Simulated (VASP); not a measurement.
# Cs2AgBiBr6: what each functional gives, and what it costs, part 2 of 6

How far up the ladder of functionals must one climb to get the gap of Cs2AgBiBr6 right? The start is a cell from a database of measured crystal structures.

VASP 6.6.1, plane waves and PAW; the level of theory is named at each step.

Still holding for the runs below: Spin-orbit coupling is off here; with elements this heavy it splits and shifts levels by tenths of an eV or more.

So far, least gap on mesh and path (eV): step 2 (bands, level LDA, k 2×2×2) 1.06.

### Step 3. Bands with PBEsol, k 2×2×2

This step: PBEsol; plane waves and PAW (Cs_sv, Ag, Bi_d, Br) (VASP 6.6.1).

PBEsol restores the gradient expansion of exchange and is tuned for the cells of solids.

The input, INCAR:

```
SYSTEM = Cs2AgBiBr6
PREC = Accurate
ENCUT = 400
EDIFF = 1E-06
NELM = 100
ISMEAR = 0
SIGMA = 0.02
LREAL = .FALSE.
ALGO = Normal
GGA = PS
NBANDS = 67
LASPH = .TRUE.
LORBIT = 11
LWAVE = .FALSE.
LCHARG = .FALSE.
NCORE = 8
```

The input, POSCAR:

```
Cs2AgBiBr6
1.0
    0.0000000000      5.6161000000      5.6161000000
    5.6161000000      0.0000000000      5.6161000000
    5.6161000000      5.6161000000      0.0000000000
Cs Ag Bi Br
2 1 1 6
Direct
    0.2500000000      0.2500000000      0.2500000000
    0.7500000000      0.7500000000      0.7500000000
    0.5000000000      0.5000000000      0.5000000000
    0.0000000000      0.0000000000      0.0000000000
    0.2505500000      0.7494500000      0.2505500000
    0.2505500000      0.7494500000      0.7494500000
    0.7494500000      0.2505500000      0.7494500000
    0.7494500000      0.2505500000      0.2505500000
    0.2505500000      0.2505500000      0.7494500000
    0.7494500000      0.7494500000      0.2505500000
```

The input, KPOINTS:

```
Automatic mesh
0
Gamma
2 2 2
0 0 0
```

The input, KPOINTS_OPT:

```
Line mode
12
Line-mode
Reciprocal
  0.00000000   0.00000000   0.00000000 GAMMA
  0.50000000   0.00000000   0.50000000 X

  0.50000000   0.00000000   0.50000000 X
  0.50000000   0.25000000   0.75000000 W

  0.50000000   0.25000000   0.75000000 W
  0.37500000   0.37500000   0.75000000 K

  0.37500000   0.37500000   0.75000000 K
  0.00000000   0.00000000   0.00000000 GAMMA

  0.00000000   0.00000000   0.00000000 GAMMA
  0.50000000   0.50000000   0.50000000 L

  0.50000000   0.50000000   0.50000000 L
  0.62500000   0.25000000   0.62500000 U

  0.62500000   0.25000000   0.62500000 U
  0.50000000   0.25000000   0.75000000 W

  0.50000000   0.25000000   0.75000000 W
  0.50000000   0.50000000   0.50000000 L

  0.50000000   0.50000000   0.50000000 L
  0.37500000   0.37500000   0.75000000 K

  0.62500000   0.25000000   0.62500000 U
  0.50000000   0.00000000   0.50000000 X
```

PAW data sets: Cs_sv, Ag, Bi_d and Br (PBE family, release 64).

The run is started by

```console
mpirun -np 8 vasp_std
```

What it wrote:

```text
[banner, memory and clock lines left out]
running    8 mpi-ranks, on    1 nodes
 distrk:  each k-point on    8 cores,    1 groups
 distr:  one band on    8 cores,    1 groups

 POSCAR found type information on POSCAR CsAgBiBr
 POSCAR found :  4 types and      10 ions
 [... a notice as in an earlier step ...]

 [... a notice as in an earlier step ...]

 LDA part: xc-table for (Slater+PW92), standard interpolation
 POSCAR, INCAR and KPOINTS ok, starting setup
 FFT: planning ... GRIDC
 FFT: planning ... GRID_SOFT
 FFT: planning ... GRID
 WAVECAR not read
 entering main loop
       N       E                     dE             d eps       ncg     rms          rms(c)
DAV:   1     0.612917983402E+03    0.61292E+03   -0.31213E+04   402   0.918E+02
DAV:   2     0.356134090936E+02   -0.57730E+03   -0.54895E+03   483   0.233E+02
DAV:   3    -0.308806634017E+02   -0.66494E+02   -0.65849E+02   476   0.927E+01
DAV:   4    -0.328050278178E+02   -0.19244E+01   -0.19175E+01   492   0.188E+01
DAV:   5    -0.328557536690E+02   -0.50726E-01   -0.50702E-01   556   0.286E+00    0.829E+00
DAV:   6    -0.316465491127E+02    0.12092E+01   -0.17311E+00   497   0.692E+00    0.550E+00
DAV:   7    -0.315685820877E+02    0.77967E-01   -0.99223E-01   508   0.301E+00    0.234E+00
DAV:   8    -0.315684896079E+02    0.92480E-04   -0.84440E-02   484   0.124E+00    0.617E-01
DAV:   9    -0.315695278039E+02   -0.10382E-02   -0.72528E-03   468   0.423E-01    0.131E-01
DAV:  10    -0.315701079579E+02   -0.58015E-03   -0.12315E-03   484   0.115E-01    0.722E-02
DAV:  11    -0.315702886979E+02   -0.18074E-03   -0.20280E-04   476   0.587E-02    0.142E-02
DAV:  12    -0.315703069551E+02   -0.18257E-04   -0.26470E-05   476   0.226E-02    0.776E-03
DAV:  13    -0.315703095463E+02   -0.25913E-05   -0.51344E-06   500   0.757E-03    0.400E-03
DAV:  14    -0.315703102823E+02   -0.73597E-06   -0.13135E-06   372   0.444E-03
   1 F= -.31570310E+02 E0= -.31570310E+02  d E =-.231795E-14
 Start KPOINTS_OPT (optional k-point list driver)
k-point batch [1-3\120]
       N       E                     dE             ncg
DAV:   1     0.894877895140E+02   -0.74327E+03      426
DAV:   2    -0.158342251681E+04   -0.16729E+04      466
DAV:   3    -0.177793405385E+04   -0.19451E+03      484
DAV:   4    -0.178331923521E+04   -0.53852E+01      441
DAV:   5    -0.178346440191E+04   -0.14517E+00      572
DAV:   6    -0.178346723292E+04   -0.28310E-02      468
DAV:   7    -0.178346742625E+04   -0.19333E-03      612
DAV:   8    -0.178346742791E+04   -0.16604E-05      428
DAV:   9    -0.178346742793E+04   -0.25955E-07      308
[...]
k-point batch [118-120\120]
       N       E                     dE             ncg
DAV:   1     0.700346329512E+02   -0.40989E+04      418
DAV:   2    -0.160802237297E+04   -0.16781E+04      480
DAV:   3    -0.178937699829E+04   -0.18135E+03      500
DAV:   4    -0.179407323581E+04   -0.46962E+01      492
DAV:   5    -0.179420097701E+04   -0.12774E+00      596
DAV:   6    -0.179420305206E+04   -0.20750E-02      524
DAV:   7    -0.179420315906E+04   -0.10700E-03      612
DAV:   8    -0.179420316084E+04   -0.17730E-05      476
DAV:   9    -0.179420316086E+04   -0.21223E-07      364
```

Run time: 2.4 min. Hardware: 8 MPI ranks of Intel Xeon 6975P-C (Granite Rapids), shared host; peak memory 1.4 GiB; 16 min of CPU time.

Parts of OUTCAR (step 3):

```text
The static configuration has the point symmetry O_h .

 Found      3 irreducible k-points:

   NELECT =      86.0000    total number of electrons

 E-fermi :   1.4432

 k-point     1 :       0.0000    0.0000    0.0000
  band No.  band energies     occupation
    ...
     39       0.1189      2.00000
     40       0.1189      2.00000
     41       0.1189      2.00000
     42       0.6523      2.00000
     43       0.6523      2.00000
     44       3.5261      0.00000
     45       3.5261      0.00000
     46       3.5261      0.00000
     47       4.7792      0.00000
     48       5.7232      0.00000
    ...

 k-point     2 :       0.5000    0.0000    0.0000
  band No.  band energies     occupation
    ...
     39      -0.1896      2.00000
     40      -0.1896      2.00000
     41      -0.0766      2.00000
     42       0.0646      2.00000
     43       0.0646      2.00000
     44       2.4738      0.00000
     45       4.9781      0.00000
     46       4.9781      0.00000
     47       6.1152      0.00000
     48       6.2786      0.00000
    ...

  Total        0.4531485      0.4531485      0.4531485      0.0000000     -0.0000000      0.0000000
  in kB        2.0493521      2.0493521      2.0493521      0.0000000     -0.0000000      0.0000000
  external PRESSURE =       2.0493521 kB  Pullay stress =       0.0000000 kB

 POSITION                                       TOTAL-FORCE (eV/Angst)
 -----------------------------------------------------------------------------------
      2.80805      2.80805      2.80805        -0.000000     -0.000000     -0.000000
      8.42415      8.42415      8.42415        -0.000000      0.000000     -0.000000
      5.61610      5.61610      5.61610        -0.000000     -0.000000     -0.000000
      0.00000      0.00000      0.00000        -0.000000     -0.000000     -0.000000
      5.61610      2.81423      5.61610        -0.000000      0.243130     -0.000000
      8.41797      5.61610      5.61610        -0.243130     -0.000000     -0.000000
      5.61610      8.41797      5.61610        -0.000000     -0.243130     -0.000000
      2.81423      5.61610      5.61610         0.243130     -0.000000     -0.000000
      5.61610      5.61610      2.81423        -0.000000     -0.000000      0.243130
      5.61610      5.61610      8.41797        -0.000000     -0.000000     -0.243130
 -----------------------------------------------------------------------------------
    total drift:                                0.000000      0.000000      0.000000

  FREE ENERGIE OF THE ION-ELECTRON SYSTEM (eV)
  ---------------------------------------------------
  free  energy   TOTEN  =       -31.5703102823 eV

  energy  without entropy=      -31.5703102823  energy(sigma->0) =      -31.57031028

 total charge
# of ion       s       p       d       tot
------------------------------------------
    1        1.849   4.697   0.017   6.563
    2        1.849   4.697   0.017   6.563
    3        0.229   0.176   9.326   9.731
    4        1.648   0.941   9.993  12.583
    5        1.603   3.231   0.013   4.847
    6        1.603   3.231   0.013   4.847
    7        1.603   3.231   0.013   4.847
    8        1.603   3.231   0.013   4.847
    9        1.603   3.231   0.013   4.847
   10        1.603   3.231   0.013   4.847
--------------------------------------------------
tot         15.195  29.897  19.429  64.521

[... 8 parts as in an earlier step ...]

[... 2 further parts left out ...]
```

The PAW data sets were made with PBE, which is usual practice but a small mismatch for other functionals.

Numbers from this step:

- SCF cycles: 14
- free energy (TOTEN): -31.57 eV
- Fermi energy: 1.443 eV
- pressure: 0.2049 GPa
- least gap on mesh and path: 1.137 eV
- least direct gap on mesh and path: 2.237 eV
- valence top at k: 0.5, 0.5, 0

Electronic bands along the path, in eV, zero at the valence-band top; v1 is the highest filled band, c1 the lowest empty one:

```csv
point,v4,v3,v2,v1,c1,c2,c3,c4
Γ,-1.22,-1.22,-0.68,-0.68,2.19,2.19,2.19,3.44
0.55 of the way,-1.55,-1.23,-0.94,-0.69,2.51,2.51,2.67,4.32
X,-1.57,-1.24,-0.69,0.00,2.72,2.72,3.10,4.25
0.45 of the way,-1.57,-1.30,-0.89,-0.06,2.62,2.77,3.06,4.63
W,-1.48,-1.48,-1.30,-0.10,2.54,2.93,2.93,5.20
0.45 of the way,-1.53,-1.42,-1.18,-0.15,2.37,2.98,3.07,5.11
K,-1.55,-1.40,-1.03,-0.21,2.22,3.01,3.24,4.99
0.45 of the way,-1.51,-1.36,-1.29,-0.97,1.90,2.59,3.44,4.39
Γ,-1.22,-1.22,-0.68,-0.68,2.19,2.19,2.19,3.44
0.45 of the way,-1.47,-1.30,-1.04,-1.04,1.73,2.81,2.81,3.93
L,-1.53,-1.41,-1.27,-1.27,1.14,3.64,3.64,4.78
0.45 of the way,-1.53,-1.52,-1.21,-0.77,1.48,3.41,3.56,5.00
U,-1.55,-1.40,-1.03,-0.21,2.22,3.01,3.24,4.99
0.55 of the way,-1.53,-1.42,-1.18,-0.15,2.37,2.98,3.07,5.11
W,-1.48,-1.48,-1.30,-0.10,2.54,2.93,2.93,5.20
0.55 of the way,-1.53,-1.49,-1.25,-0.65,1.59,3.35,3.51,5.07
L,-1.53,-1.41,-1.27,-1.27,1.14,3.64,3.64,4.78
0.55 of the way,-1.52,-1.52,-1.19,-0.65,1.61,3.32,3.52,5.08
K,-1.55,-1.40,-1.03,-0.21,2.22,3.01,3.24,4.99
jump to U,-1.55,-1.40,-1.03,-0.21,2.22,3.01,3.24,4.99
0.55 of the way,-1.56,-1.27,-0.79,-0.04,2.56,2.85,3.08,4.45
X,-1.57,-1.24,-0.69,0.00,2.72,2.72,3.10,4.25
```

Of the projections kept (Cs, Ag, Bi, Br), the largest for each band there; the rest of the weight can lie on other orbitals:

```csv
point,v4,v3,v2,v1,c1,c2,c3,c4
Γ,Br 1.00,Br 1.00,Br 0.51,Br 0.51,Bi 0.55,Bi 0.55,Bi 0.55,Br 0.57
X,Br 0.62,Br 1.00,Br 0.51,Br 0.56,Bi 0.56,Bi 0.56,Bi 0.56,Ag 0.53
W,Br 0.93,Br 0.93,Br 0.50,Br 0.56,Br 0.40,Bi 0.56,Bi 0.56,Br 0.48
K,Br 0.73,Br 0.94,Br 0.55,Br 0.56,Bi 0.42,Bi 0.56,Bi 0.50,Br 0.45
Γ,Br 1.00,Br 1.00,Br 0.51,Br 0.51,Bi 0.55,Bi 0.55,Bi 0.55,Br 0.57
L,Br 0.98,Br 0.79,Br 0.67,Br 0.67,Bi 0.49,Bi 0.47,Bi 0.47,Br 0.50
```

Force by atom:

```csv
atom,x (eV/Å),y (eV/Å),z (eV/Å),size
Cs1,0.000,0.000,0.000,0.000
Cs2,0.000,0.000,0.000,0.000
Ag3,0.000,0.000,0.000,0.000
Bi4,0.000,0.000,0.000,0.000
Br5,0.000,0.243,0.000,0.243
Br6,-0.243,0.000,0.000,0.243
Br7,0.000,-0.243,0.000,0.243
Br8,0.243,0.000,0.000,0.243
Br9,0.000,0.000,0.243,0.243
Br10,0.000,0.000,-0.243,0.243
```

The gap is 1.14 eV, indirect, from X to L. Against LDA that is +0.07 eV; the cost is about the same.

### Step 4. Bands with PBE, k 2×2×2

This step: PBE; plane waves and PAW (Cs_sv, Ag, Bi_d, Br) (VASP 6.6.1).

PBE, the usual starting point, adds the gradient of the density.

Edit INCAR of step 3 so:

```diff
@@ -9,3 +9,3 @@
 ALGO = Normal
-GGA = PS
+GGA = PE
 NBANDS = 67
```

POSCAR is that of step 3.

KPOINTS is that of step 3.

KPOINTS_OPT is that of step 3.

The run is started by

```console
mpirun -np 8 vasp_std
```

What it wrote:

```text
[banner, memory and clock lines left out]
running    8 mpi-ranks, on    1 nodes
[...]
[... a notice as in an earlier step ...]

 LDA part: xc-table for (Slater+PW92), standard interpolation
 POSCAR, INCAR and KPOINTS ok, starting setup
[...]
entering main loop
       N       E                     dE             d eps       ncg     rms          rms(c)
DAV:   1     0.618145750982E+03    0.61815E+03   -0.31283E+04   402   0.919E+02
DAV:   2     0.377296063345E+02   -0.58042E+03   -0.55241E+03   483   0.234E+02
DAV:   3    -0.286569961304E+02   -0.66387E+02   -0.65760E+02   476   0.928E+01
DAV:   4    -0.305588190054E+02   -0.19018E+01   -0.18953E+01   492   0.188E+01
[...]
DAV:  12    -0.292713197869E+02   -0.13853E-04   -0.32048E-05   492   0.255E-02    0.985E-03
DAV:  13    -0.292713239399E+02   -0.41530E-05   -0.12859E-05   452   0.125E-02    0.432E-03
DAV:  14    -0.292713238432E+02    0.96622E-07   -0.11057E-06   388   0.376E-03
   1 F= -.29271324E+02 E0= -.29271324E+02  d E =-.225288E-36
 Start KPOINTS_OPT (optional k-point list driver)
k-point batch [1-3\120]
       N       E                     dE             ncg
DAV:   1     0.123942466388E+03   -0.70882E+03      426
DAV:   2    -0.155668300145E+04   -0.16806E+04      466
DAV:   3    -0.175073832069E+04   -0.19406E+03      484
DAV:   4    -0.175607185208E+04   -0.53335E+01      441
DAV:   5    -0.175621493730E+04   -0.14309E+00      580
DAV:   6    -0.175621759047E+04   -0.26532E-02      460
DAV:   7    -0.175621777858E+04   -0.18811E-03      620
DAV:   8    -0.175621778188E+04   -0.32958E-05      428
DAV:   9    -0.175621778191E+04   -0.31011E-07      316
[...]
k-point batch [118-120\120]
       N       E                     dE             ncg
DAV:   1     0.104765039727E+03   -0.40642E+04      418
DAV:   2    -0.158075170929E+04   -0.16855E+04      480
DAV:   3    -0.176169389843E+04   -0.18094E+03      500
DAV:   4    -0.176634011085E+04   -0.46462E+01      500
DAV:   5    -0.176646640335E+04   -0.12629E+00      596
DAV:   6    -0.176646846246E+04   -0.20591E-02      540
DAV:   7    -0.176646857159E+04   -0.10914E-03      604
DAV:   8    -0.176646857344E+04   -0.18482E-05      484
DAV:   9    -0.176646857347E+04   -0.23107E-07      364
```

It took 1.8 min on 8 MPI ranks; peak memory 1.4 GiB.

OUTCAR, selected parts (step 4):

```text
  Total        4.5541543      4.5541543      4.5541543      0.0000000      0.0000000     -0.0000000
  in kB       20.5960450     20.5960450     20.5960450      0.0000000      0.0000000     -0.0000000
  external PRESSURE =      20.5960450 kB  Pullay stress =       0.0000000 kB

 POSITION                                       TOTAL-FORCE (eV/Angst)
 -----------------------------------------------------------------------------------
      2.80805      2.80805      2.80805        -0.000000      0.000000      0.000000
      8.42415      8.42415      8.42415        -0.000000     -0.000000     -0.000000
      5.61610      5.61610      5.61610        -0.000000      0.000000     -0.000000
      0.00000      0.00000      0.00000        -0.000000      0.000000     -0.000000
      5.61610      2.81423      5.61610        -0.000000      0.232928      0.000000
      8.41797      5.61610      5.61610        -0.232928      0.000000      0.000000
      5.61610      8.41797      5.61610        -0.000000     -0.232928      0.000000
      2.81423      5.61610      5.61610         0.232928      0.000000      0.000000
      5.61610      5.61610      2.81423        -0.000000      0.000000      0.232928
      5.61610      5.61610      8.41797        -0.000000      0.000000     -0.232928
 -----------------------------------------------------------------------------------
    total drift:                                0.000000      0.000000      0.000000

  FREE ENERGIE OF THE ION-ELECTRON SYSTEM (eV)
  ---------------------------------------------------
  free  energy   TOTEN  =       -29.2713238432 eV

  energy  without entropy=      -29.2713238432  energy(sigma->0) =      -29.27132384

[... 2 parts as in an earlier step ...]

[... 1 further part left out ...]
[key lines of the parts left out:]
E-fermi :   1.6366
```

At this level the cell is under a pressure of 2.1 GPa, so at these settings it is away from equilibrium.

The electronic bands at the labelled points (eV, zero at the valence-band top; v1 is the highest filled band, c1 the lowest empty one):

```csv
point,v4,v3,v2,v1,c1,c2,c3,c4
Γ,-1.24,-1.24,-0.69,-0.69,2.28,2.28,2.28,3.59
0.55 of the way,-1.56,-1.25,-0.93,-0.69,2.59,2.59,2.73,4.46
X,-1.58,-1.26,-0.69,0.00,2.79,2.79,3.16,4.34
0.45 of the way,-1.58,-1.32,-0.89,-0.06,2.70,2.84,3.13,4.72
W,-1.49,-1.49,-1.29,-0.10,2.61,2.99,2.99,5.27
0.45 of the way,-1.54,-1.44,-1.18,-0.14,2.44,3.05,3.14,5.19
K,-1.56,-1.42,-1.03,-0.21,2.30,3.07,3.29,5.08
0.45 of the way,-1.52,-1.38,-1.29,-0.96,1.98,2.67,3.50,4.53
Γ,-1.24,-1.24,-0.69,-0.69,2.28,2.28,2.28,3.59
0.45 of the way,-1.48,-1.33,-1.04,-1.04,1.83,2.88,2.88,4.07
L,-1.54,-1.40,-1.28,-1.28,1.24,3.69,3.69,4.91
0.45 of the way,-1.55,-1.53,-1.22,-0.76,1.57,3.46,3.61,5.12
U,-1.56,-1.42,-1.03,-0.21,2.30,3.07,3.29,5.08
0.55 of the way,-1.54,-1.44,-1.18,-0.14,2.44,3.05,3.14,5.19
W,-1.49,-1.49,-1.29,-0.10,2.61,2.99,2.99,5.27
0.55 of the way,-1.54,-1.50,-1.25,-0.65,1.67,3.41,3.56,5.19
L,-1.54,-1.40,-1.28,-1.28,1.24,3.69,3.69,4.91
0.55 of the way,-1.54,-1.54,-1.20,-0.64,1.70,3.37,3.57,5.20
K,-1.56,-1.42,-1.03,-0.21,2.30,3.07,3.29,5.08
jump to U,-1.56,-1.42,-1.03,-0.21,2.30,3.07,3.29,5.08
0.55 of the way,-1.57,-1.29,-0.79,-0.04,2.64,2.92,3.14,4.54
X,-1.58,-1.26,-0.69,0.00,2.79,2.79,3.16,4.34
```

Of the projections kept (Cs, Ag, Bi, Br), the largest for each band there; the rest of the weight can lie on other orbitals:

```csv
point,v4,v3,v2,v1,c1,c2,c3,c4
Γ,Br 1.00,Br 1.00,Br 0.51,Br 0.51,Bi 0.56,Bi 0.56,Bi 0.56,Br 0.57
X,Br 0.62,Br 1.00,Br 0.51,Br 0.56,Bi 0.56,Bi 0.56,Bi 0.57,Ag 0.54
W,Br 0.93,Br 0.93,Br 0.49,Br 0.56,Br 0.39,Bi 0.56,Bi 0.56,Br 0.47
K,Br 0.72,Br 0.94,Br 0.54,Br 0.56,Bi 0.43,Bi 0.56,Bi 0.51,Br 0.44
Γ,Br 1.00,Br 1.00,Br 0.51,Br 0.51,Bi 0.56,Bi 0.56,Bi 0.56,Br 0.57
L,Br 0.98,Br 0.79,Br 0.66,Br 0.66,Bi 0.49,Bi 0.47,Bi 0.47,Br 0.49
```

The gap is 1.24 eV, indirect, from X to L. Against LDA that is +0.17 eV; this run took 0.69 times the core time.

[end of part 2 of 6]

[Lines on the potential files, build, host, timing and source positions are cut from VASP's logs without a mark.]

[Logs are printed without paths, hosts, clocks, repeated set-up lines and the standing remarks that a program may print on its own settings, such as how far it seeks lower states.]

[Hosts, paths, dates, database ids (printed as entryN), source tags and the programs' standing remarks are cut or masked in the printed files.]

[A measured line is paired with the nearest computed mode of its activity, which favours agreement.]
